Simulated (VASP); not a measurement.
All values below come from PBE GGA, VASP's PBE PAW potentials (set 64) (plane waves; VASP).

Input for VASP

### INCAR
```
! general
SYSTEM  = ZnO
PREC    = Accurate
ENCUT   = 400
LREAL   = .False.
LASPH   = .True.

! electronic loop
EDIFF   = 1E-6
NELM    = 100
ALGO    = Normal
LMAXMIX = 4

! smearing
ISMEAR  = -1
SIGMA   = 0.02

! functional
GGA     = PE

! ions
ISIF    = 2

! output
LWAVE   = .False.
LCHARG  = .False.
```

### KPOINTS
```
Regular mesh
0
gamma
 7 7 4
0 0 0
```

POSCAR:
```
ZnO
10.444120
  0.3099686714   0.0000000000   0.0000000000
 -0.1549843357   0.2684407111   0.0000000000
  0.0000000000   0.0000000000   0.5000000000
Zn O
2 2
direct
  0.6666670000   0.3333330000   0.5005900000
  0.3333330000   0.6666670000   0.0005900000
  0.6666670000   0.3333330000   0.8797200000
  0.3333330000   0.6666670000   0.3797200000
```

POTCAR, in this order: Zn O (PBE.64 set). Program: vasp_std.

Output of the run:

### OSZICAR
```
       N       E                     dE             d eps       ncg     rms          rms(c)
DAV:   1     0.257245254131E+03    0.25725E+03   -0.16241E+04  1064   0.202E+03
DAV:   2     0.472846972644E+01   -0.25252E+03   -0.24203E+03  1146   0.393E+02
DAV:   3    -0.206124105089E+02   -0.25341E+02   -0.25178E+02  1230   0.139E+02
DAV:   4    -0.210226545090E+02   -0.41024E+00   -0.41007E+00  1158   0.190E+01
DAV:   5    -0.210256490254E+02   -0.29945E-02   -0.29945E-02  1218   0.152E+00    0.151E+01
DAV:   6    -0.177164210707E+02    0.33092E+01   -0.11146E+01  1816   0.709E+01    0.935E+00
DAV:   7    -0.178861809912E+02   -0.16976E+00   -0.25869E+00  1106   0.186E+01    0.553E+00
DAV:   8    -0.179049405522E+02   -0.18760E-01   -0.75294E-01  1590   0.890E+00    0.175E+00
DAV:   9    -0.178448740332E+02    0.60067E-01   -0.17771E-01  1662   0.778E+00    0.317E-01
DAV:  10    -0.178484464900E+02   -0.35725E-02   -0.52309E-02  1086   0.169E+00    0.152E-01
DAV:  11    -0.178483935081E+02    0.52982E-04   -0.15216E-03  1544   0.620E-01    0.386E-02
DAV:  12    -0.178484543466E+02   -0.60838E-04   -0.19487E-04  1414   0.322E-01    0.327E-02
DAV:  13    -0.178484488496E+02    0.54970E-05   -0.35296E-05  1378   0.148E-01    0.125E-02
DAV:  14    -0.178484493730E+02   -0.52343E-06   -0.16784E-05  1110   0.352E-02    0.472E-03
DAV:  15    -0.178484487429E+02    0.63008E-06   -0.15992E-06   804   0.111E-02
   1 F= -.17848449E+02 E0= -.17848449E+02  d E =-.440081E-10
```

### OUTCAR
```
------------------------ aborting loop because EDIFF is reached ----------------------------------------
  FORCE on cell =-STRESS in cart. coord.  units (eV):
  Direction    XX          YY          ZZ          XY          YZ          ZX
  --------------------------------------------------------------------------------------
  Total        0.6111216      0.6111215      0.6178881      0.0000000      0.0000000      0.0000000
  in kB       20.6579154     20.6579103     20.8866430      0.0000000      0.0000000      0.0000000
  external PRESSURE =      20.7341562 kB  Pullay stress =       0.0000000 kB
  volume of cell :       47.40
      direct lattice vectors                 reciprocal lattice vectors
     3.237350000  0.000000000  0.000000000     0.308894621  0.178340414  0.000000000
    -1.618675000  2.803627000  0.000000000     0.000000000  0.356680828  0.000000000
     0.000000000  0.000000000  5.222060000     0.000000000  0.000000000  0.191495310
  FREE ENERGIE OF THE ION-ELECTRON SYSTEM (eV)
  ---------------------------------------------------
  free  energy   TOTEN  =       -17.8484487429 eV

  energy  without entropy=      -17.8484487429  energy(sigma->0) =      -17.84844874
```
(Selected blocks of OUTCAR.)

At this cut-off the stress carries a Pulay error, which pulls relaxed volumes low.

The structure comes from a computed database's ZnO entry (P6_3mc); how it stands against other phases isn't given here. The cell was not relaxed at this level. The run is one of a series of settings (KPOINTS 7×7×4 Γ-centred mesh against the base run), some of them coarse on purpose.
